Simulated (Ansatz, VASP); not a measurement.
## RbP3 in VASP and in Ansatz

```
CELL_PARAMETERS angstrom
4.47539 0.00000 0.00000
0.00000 4.47539 0.00000
0.00000 0.00000 4.47539
ATOMIC_POSITIONS crystal
Rb 0.00000 0.00000 0.00000
P 0.00000 0.50000 0.50000
P 0.50000 0.00000 0.50000
P 0.50000 0.50000 0.00000
```

Change from the starting cell: species swapped into the NdPt3 type (Pm-3m, No. 221).

Alike in both runs: task single point; functional PBE; k mesh 4 × 4 × 4; occupations gaussian, width 0.1 eV; no spin polarisation.

|  | VASP | Ansatz |
| --- | --- | --- |
| version | VASP 6.6.1 | Ansatz 0.2.0 |
| potentials or method | VASP PAW PBE potentials, release 64 (Rb_sv, P) | scalar-relativistic, plane waves, PAW |
| plane-wave cutoff (eV) | 520 | 420 |
| valence electrons in the cell | 24 | 24 |

VASP gave:

| Item | Value |
| --- | --- |
| gap on the k mesh at the Fermi level (eV) | none |
| pressure (GPa) | -3.0 |

Problem. Estimate Ansatz's values.

Solution. gap on the k mesh at the Fermi level (eV): none; pressure (GPa): -3.1.

A gap of «none» marks a metal or a gap that the smearing closes.
